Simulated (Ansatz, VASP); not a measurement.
# Cross-check of CrSeS (2H-CrSSe monolayer) between VASP and Ansatz

One calculation is typed for both programs; each brings its own data sets. How far apart do they land? The structure shown is the start of the Ansatz relaxation below; VASP solves that cell, so the two are compared at the walk's first step.

Calculated with Ansatz 0.2.0; plane waves, with VASP 6.6.1 beside it; single point at LDA.

**1. The structure**

The cell holds 3 atoms: 1 Se, 1 Cr and 1 S. Cell: a = 3.125 Å, b = 3.125 Å, c = 37.248 Å, α = 90.0°, β = 90.0°, γ = 120.0°. Vacuum lies along c.

**2. Ansatz: relaxation, LDA**

Ansatz runs on its PAW soft_1 files.

The two programs are compared at the cell with which this relaxation starts, whose forces are those of its first step.

input.yaml reads:

```yaml
crystal:
  lattice:
    - [3.125, 0.0, 0.0]
    - [-1.5625, 2.7063293868, 0.0]
    - [0.0, 0.0, 37.2484613474]
  atoms:
    - { symbol: Se, position: [0.3333333333, 0.6666666667, 0.4577370281] }
    - { symbol: Cr, position: [0.0, 0.0, 0.5030645829] }
    - { symbol: S, position: [0.3333333333, 0.6666666667, 0.5422629719] }
  periodic: [true, true, false]
kpoints:
  mp_grid: { grid: [12, 12, 1] }
hamiltonian:
  xc: lda
  pseudopotentials: { kind: paw, azcp: { folder: soft_1 }, xc_functional: pbe }
scf:
  occupations: { method: fermi_dirac, width: 0.05 }
  convergence: { dr2_threshold: 1.0e-09 }
relax:
  f_tol: 0.004
  max_steps: 90
  cell: {}
output:
  write_potential: true
  write_density: true
  volumetric_format: npy
```

Run with:

```console
$ ansatz run input.yaml --threads 4 --pin off --max-ram 6144MiB --backend cpu --events-out ev --progress --plain --runs-dir out
```

Numbers of over 12 decimals in the logs are rounded to 6 here.

Log:

```text
Warning: relax.cell: scf.convergence.dr2_threshold = 1e-9 eV is looser than the 1.73528729265e-10 eV advised for a relaxation that steers and ends on the stress (1e-10 eV for each atom of the cell: 3, times the square of relax.cell.stress_2d_tol = 0.05 N/m over 13.1 Å (the atoms' height at the walk's start and 5 Å past either face), 3.803e-2 GPa, over a crystal's default 0.05). What an SCF threshold leaves in a stress goes as its square root, and in the free energy as the threshold itself, and one threshold admits the most on a small cell: [figures from the program's tests cut] Set scf.convergence.dr2_threshold to 1.73528729265e-10 eV or tighter. [rest of the remark cut]
Engine: ansatz 0.2.0, aarch64-unknown-linux-gnu
Pseudopotentials: kind: paw
Pseudopotential: Se, paw, valence charge 16, recommended cutoff 420 eV (normal), soft_1/Se.paw.azcp
Pseudopotential: Cr, paw, valence charge 14, recommended cutoff 420 eV (normal), soft_1/Cr.paw.azcp
Pseudopotential: S, paw, valence charge 6, recommended cutoff 420 eV (normal), soft_1/S.paw.azcp
Functional definition: SPW92
  exchange = slater_x
  correlation = pw_c
Crystal: 3 atoms, lattice volume = 315.021 Å³
Basis set: ecut = 420 eV, 6113 PW (Γ)
Bands: 22, of which v1, the nominal top of the filled ones, is band 18 counted from 1 (17 counted from 0)
Symmetry: 6 space group operations
Space group: P3m1 (ITA 156), of the structure as read, at distance tolerance 6.8e-5 Å
k-points: 19 of 144 (time reversal used)
Non-local potential: Se, projectors of the file, l = 0: 2, l = 1: 2, l = 2: 3, l = 3: 1
Non-local potential: Cr, projectors of the file, l = 0: 3, l = 1: 2, l = 2: 3, l = 3: 1
Non-local potential: S, projectors of the file, l = 0: 2, l = 1: 2, l = 2: 1
PAW form: soft (Blöchl's): semilocal exchange-correlation on the pseudo side does not see the compensation charge
PAW frozen core: Se, regenerated for the run's functional, and the local potential with it (the file was generated under x = pbe(κ = 0.804, μ = 0.219515), c = pbe(β = 0.066725))
PAW frozen core: Cr, regenerated for the run's functional, and the local potential with it (the file was generated under x = pbe(κ = 0.804, μ = 0.219515), c = pbe(β = 0.066725))
PAW frozen core: S, regenerated for the run's functional, and the local potential with it (the file was generated under x = pbe(κ = 0.804, μ = 0.219515), c = pbe(β = 0.066725))
PAW one-centre angular grid: Se, 590 points (default); XC on 64 Gauss nodes
PAW one-centre angular grid: Cr, 590 points (default); XC on 64 Gauss nodes
PAW one-centre angular grid: S, 110 points (default); XC on 64 Gauss nodes
Initial density: superposition of atomic densities (neutral atoms: chi_scale 0, normalization atom)
Initial wavefunctions: pseudopotential atomic-orbital guess
Functional: x = slater, c = lda
SCF iter   1: F=—  HF=-9580.684867 eV  |F-HF|=—  |Δ(HF+E_count)|=         —  Δρ=7.71e-2  dr2=2.24e1  ethr=3.10e-3  ⟨swp⟩=16.3  Hψ=3613  notcnv=0
preconditioner: auto → Resta (q_TF=auto, 1.901 Å⁻¹)  ε∞=2.1  [insulator: Δε(μ)=1.080 eV  Ē_g=8.314 eV  σ=0.050 eV  W_gap=1.00  n_scr=22 (ndim 8)  ℏωp=8.9 eV  f_vac=0.804  D(μ)=0.00/eV (n_scr^D=0)  ε∞_Penn≈2.1  vacuum switching on, ρ_ref=5.0e-3 e/Å³]
SCF iter   2: F=—  HF=-9598.680569 eV  |F-HF|=—  |Δ(HF+E_count)|=    1.80e1  Δρ=2.39e-1  dr2=2.61e2  ethr=3.10e-3  ⟨swp⟩=5.6  Hψ=1638  notcnv=0  recentre
preconditioner: auto → LDOS  [metal: Δε(μ)=0.087 eV  Ē_g=7.168 eV  σ=0.050 eV  W_gap=0.40  n_scr=22 (ndim 8)  ℏωp=8.9 eV  f_vac=0.806  D(μ)=3.83/eV (n_scr^D=16)  β→1.0]
SCF iter   3: F=—  HF=-9578.399364 eV  |F-HF|=—  |Δ(HF+E_count)|=    2.03e1  Δρ=4.25e-2  dr2=6.71e0  ethr=3.10e-3  ⟨swp⟩=5.1  Hψ=1372  notcnv=0
SCF iter   4: F=—  HF=-9578.172204 eV  |F-HF|=—  |Δ(HF+E_count)|=   2.27e-1  Δρ=1.76e-2  dr2=8.86e0  ethr=3.10e-3  ⟨swp⟩=4.6  Hψ=1246  notcnv=0
SCF iter   5: F=—  HF=-9577.559280 eV  |F-HF|=—  |Δ(HF+E_count)|=   6.13e-1  Δρ=8.65e-3  dr2=3.42e-1  ethr=3.10e-3  ⟨swp⟩=3.6  Hψ=747  notcnv=0
SCF iter   6: F=—  HF=-9577.532979 eV  |F-HF|=—  |Δ(HF+E_count)|=   2.63e-2  Δρ=1.61e-3  dr2=2.25e-2  ethr=9.50e-4  ⟨swp⟩=2.9  Hψ=762  notcnv=0
SCF iter   7: F=—  HF=-9577.532962 eV  |F-HF|=—  |Δ(HF+E_count)|=   1.69e-5  Δρ=1.03e-3  dr2=3.83e-3  ethr=6.26e-5  ⟨swp⟩=3.3  Hψ=897  notcnv=0
SCF iter   8: F=—  HF=-9577.532577 eV  |F-HF|=—  |Δ(HF+E_count)|=   3.84e-4  Δρ=1.65e-4  dr2=7.40e-5  ethr=1.06e-5  ⟨swp⟩=2.9  Hψ=631  notcnv=0
[...]
SCF iter   1: F=—  HF=-9577.731148 eV  |F-HF|=—  |Δ(HF+E_count)|=         —  Δρ=2.61e-5  dr2=4.37e-6  ethr=1.21e-8  ⟨swp⟩=3.8  Hψ=3203  notcnv=0
preconditioner: auto → Resta (q_TF=auto, 1.917 Å⁻¹)  ε∞=2.5  [insulator: Δε(μ)=0.983 eV  Ē_g=7.369 eV  σ=0.050 eV  W_gap=1.00  n_scr=22 (ndim 8)  ℏωp=9.1 eV  f_vac=0.812  D(μ)=0.00/eV (n_scr^D=0)  ε∞_Penn≈2.5  vacuum switching on, ρ_ref=3.9e-3 e/Å³]
SCF iter   2: F=—  HF=-9577.731134 eV  |F-HF|=—  |Δ(HF+E_count)|=   1.37e-5  Δρ=2.70e-5  dr2=1.24e-5  ethr=1.21e-8  ⟨swp⟩=2.3  Hψ=559  notcnv=0  recentre
[...]
SCF iter   5: F=—  HF=-9577.731065 eV  |F-HF|=—  |Δ(HF+E_count)|=   8.77e-8  Δρ=2.35e-6  dr2=8.24e-9  ethr=2.15e-9  ⟨swp⟩=2.1  Hψ=481  notcnv=0
SCF iter   6: F=—  HF=-9577.731066 eV  |F-HF|=—  |Δ(HF+E_count)|=   2.31e-9  Δρ=6.68e-7  dr2=4.85e-9  ethr=2.29e-11  ⟨swp⟩=3.4  Hψ=866  notcnv=0
SCF iter   7: F=-9577.731066 eV  HF=-9577.731066 eV  |F-HF|=9.64e-11  |Δ(HF+E_count)|=  4.33e-10  Δρ=2.36e-7  dr2=2.58e-10  ethr=2.78e-12  ⟨swp⟩=11.2  Hψ=3307  notcnv=0
SCF 5 converged in 7 iterations: F = -9577.731066 eV  dr2 = 2.58e-10
relax step   5: F+E_penalty+E_count = -9577.73106550 eV  Δ(F+E_penalty+E_count) = -6.226e-6 eV  max|allowed force component| = 2.889e-4 eV/Å  Δτ_max = 0.0004 Å  P = +0.001 N/m  Ω = 298.938 Å³  energy of the carried Pulay correction = +7.400e-4 eV  fix = [c, alpha, beta]  reactions: c +0.000 N/m  (7 SCF iters, accepted)
Initial wavefunctions: pseudopotential atomic-orbital guess (no wavefunctions were taken with the density)
iter 1 solved again at ethr=6.54e-7 eV; its pass at ethr=3.10e-3 eV (dr2=2.35e-4 eV) is discarded
SCF iter   1: F=—  HF=-9577.730360 eV  |F-HF|=—  |Δ(HF+E_count)|=         —  Δρ=2.73e-5  dr2=3.51e-7  ethr=6.54e-7  ⟨swp⟩=5.9  Hψ=5174  notcnv=0
eigensolver tolerance schedule: the retry pair's looser diagonalisation over-reported the residual by 669.10 of it (diagonalisation noise at 0.16 of the residual, at the tolerance the schedule requests for it); recorded, not acted on — ethr = c·dr2/N_el stays at c = 1.0e-1
SCF iter   2: F=—  HF=-9577.730342 eV  |F-HF|=—  |Δ(HF+E_count)|=   1.80e-5  Δρ=1.45e-5  dr2=1.40e-7  ethr=9.76e-10  ⟨swp⟩=4.5  Hψ=1255  notcnv=0
SCF iter   3: F=—  HF=-9577.730342 eV  |F-HF|=—  |Δ(HF+E_count)|=   1.64e-7  Δρ=1.80e-5  dr2=1.41e-6  ethr=3.89e-10  ⟨swp⟩=3.0  Hψ=830  notcnv=0  recentre
SCF iter   4: F=—  HF=-9577.730342 eV  |F-HF|=—  |Δ(HF+E_count)|=   1.19e-7  Δρ=4.81e-6  dr2=5.84e-8  ethr=3.89e-10  ⟨swp⟩=2.9  Hψ=755  notcnv=0
SCF iter   5: F=—  HF=-9577.730342 eV  |F-HF|=—  |Δ(HF+E_count)|=   1.97e-9  Δρ=7.20e-7  dr2=1.25e-9  ethr=1.62e-10  ⟨swp⟩=1.9  Hψ=467  notcnv=0
SCF iter   6: F=-9577.730342 eV  HF=-9577.730342 eV  |F-HF|=8.31e-10  |Δ(HF+E_count)|=  2.56e-10  Δρ=4.20e-7  dr2=8.66e-10  ethr=2.78e-12  ⟨swp⟩=16.0  Hψ=3597  notcnv=0
SCF 6 converged in 6 iterations: F = -9577.730342 eV  dr2 = 8.66e-10
relax step   6: F+E_penalty+E_count = -9577.73034176 eV  Δ(F+E_penalty+E_count) = +7.237e-4 eV  max|allowed force component| = 6.588e-4 eV/Å  Δτ_max = 0.0000 Å  P = -0.000 N/m  Ω = 298.938 Å³  fix = [c, alpha, beta]  reactions: c -0.000 N/m  stress off target by 6.17e-5 N/m on what of the cell is left free  SCF on the basis re-selected at this cell (its energy is not comparable with the rows above)  (6 SCF iters)
basis re-selected at this cell: Δ(F+E_penalty+E_count) = +7.237e-4 eV, ΔP = -0.001 N/m vs the last step (what re-selecting the basis moved, of the pressure what is left beyond the Pulay correction that the steps carried, after the strain that the cell walked since its last selection, with what the two solves' SCF thresholds leave and, on support functions, any second-order correction that the steps lacked; it is no m [...]
WARN: The output density's exchange-correlation potential varies sharply where the density is thin. Do not read a vacuum level from v_tot or v_xc, or from such a field of the output density. On a cell that repeats whose density bears no net charge and no dipole along the vacuum's axis use v_es (v_loc + v_h of the components); under efield.dipole_correction with no amplitude use v_es + v_field, which holds any externa [...]
SCF converged after 6 iterations
Free energy (F): -9577.730342 eV
Harris-Foulkes:  -9577.730342 eV  (|F-HF|=8.31e-10)
Internal energy: -9577.730338 eV  (E = F + TS)
E sigma→0 (E₀):  -9577.730340 eV
Entropy (-TS):   -0.000003 eV (-0.001 meV/atom)
Fermi energy:    -5.284825 eV
--- Per-component energies (eV) ---
  E_band       = -1173.386689
  E_kinetic    = 525.814112
  E_local      = -119769.222962  (includes V_loc(G=0)·N_el)
  E_nonlocal   = -268.095095
  E_hartree    = 59568.580881
  E_xc         = -290.311677
  E_vxc        = -323.635548  (∫ρ·V_xc dr)
  E_paw        = -3787.216608  (= ΣΔE_a)
  E_vpaw       = -475.405257  (= ΣTr[D̂ρ^β])
  E_aug_tail   = 0.000425  (compensation charges beyond the density's cutoff)
  E_ewald      = 54439.984903
  E_core_change = 2.735683  (= ΣΔE_core)
  E_smearing   = -0.000003  (= −TS)
  E_closure    = 0.000000  (closes the sum)
  Σ components = -9577.730342   (vs F -9577.730342, Δ=0.00e0)
--- Forces (eV/Å), atoms counted from 1 ---
  atom   1  Se     0.00000000    -0.00000000    -0.00077791
  atom   2  Cr     0.00000000     0.00000000    -0.00001107
  atom   3  S      0.00000000    -0.00000000     0.00043166
  max |Σ_I F_I| component: 3.57e-4 eV/Å
--- 2D stress c σ (N/m, compression-positive) ---
       -0.000062       0.000000       0.000000
        0.000000      -0.000062       0.000000
        0.000000       0.000000      -0.000000
  P = ½ c Tr σ = -0.0001 N/m
--- Band table (eV; the first three rows and the last of 19) ---
  k-point 0: bands = [... 14 lower, -7.7471, -6.6824, -6.6824, -5.8817, -2.7388, -2.7388, -2.2809, -2.2809]
  k-point 1: bands = [... 14 lower, -7.6967, -6.7949, -6.7385, -5.8847, -3.0609, -2.8736, -2.7541, -2.4123]
  k-point 2: bands = [... 14 lower, -7.6181, -7.0034, -6.9506, -5.9904, -3.8430, -3.5030, -3.1104, -2.4174]
  k-point 18: bands = [... 14 lower, -9.3903, -9.2172, -7.4965, -5.7878, -4.8050, -3.8583, -3.5102, -2.0089]
  the weakly bound empty levels are not read free of the cell's end (no_gap_told)
--- Relaxed structure (5 steps of the walk, 5 accepted, 1 SCFs on fresh bases) ---
  F+E_penalty+E_count = -9577.73034176 eV   max|allowed force component| = 6.588e-4 eV/Å   (the final SCF, on the basis selected at the relaxed cell)
  cell:  # Å, volume = 298.9380 Å³
    - [3.044185, -5.981510445118681e-18, 0]
    - [-1.522093, 2.636342, 0]
    - [0, 0, 37.2484613474]
  atoms:
    - { symbol: Se, position: [0.333333, 0.666667, 0.459830] }
    - { symbol: Cr, position: [0, -3.700743415524894e-17, 0.502634] }
    - { symbol: S, position: [0.333333, 0.666667, 0.540601] }
```

In the SCF lines HF is the Harris–Foulkes energy and dr2 the Hartree energy of the density residual, in eV; the loop may stop once dr2 is under the threshold and the program's other checks hold. Hψ counts applications of the Hamiltonian.

(Part 1 of 2 ends here.)

[Lines on the potential files, build, host, timing and source positions are cut from VASP's logs without a mark.]

[Logs are printed without paths, hosts, clocks, repeated set-up lines and the standing remarks that a program may print on its own settings, such as how far it seeks lower states.]

[Hosts, paths, dates, database ids (printed as entryN), source tags and the programs' standing remarks are cut or masked in the printed files.]
